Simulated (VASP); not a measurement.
Here is the system:

```xyz
4
Lattice="2.0666 -3.5794 0.0000 2.0666 3.5794 0.0000 0.0000 0.0000 6.7127" Properties=species:S:1:pos:R:3 pbc="T T T"
Cd     2.0666    -1.1931     3.3564
Cd     2.0666     1.1931     0.0000
S      2.0666    -1.1931     5.8870
S      2.0666     1.1931     2.5307
```

Method: PBE GGA, VASP's PBE PAW potentials (set 64) (plane waves; VASP 6.6.1). Run with 480 eV cut-off, 6×6×4 Γ-centred mesh, Gaussian smearing of 0.050 eV, potentials Cd S.

Q: What does the run give for the energy per atom (σ→0), pressure, band gap (on the k-mesh) with the smallest direct gap where there is one?

A: 
The band gap (on the k-mesh) is 1.23 eV, the smallest direct gap (on the k-mesh) comes out as 1.23 eV and the energy per atom (σ→0) comes out as -295.4 kJ/mol of atoms. The pressure is 3.16 GPa.

The compound is CdS in the wurtzite structure. This cell was strained or had an atom moved on purpose.
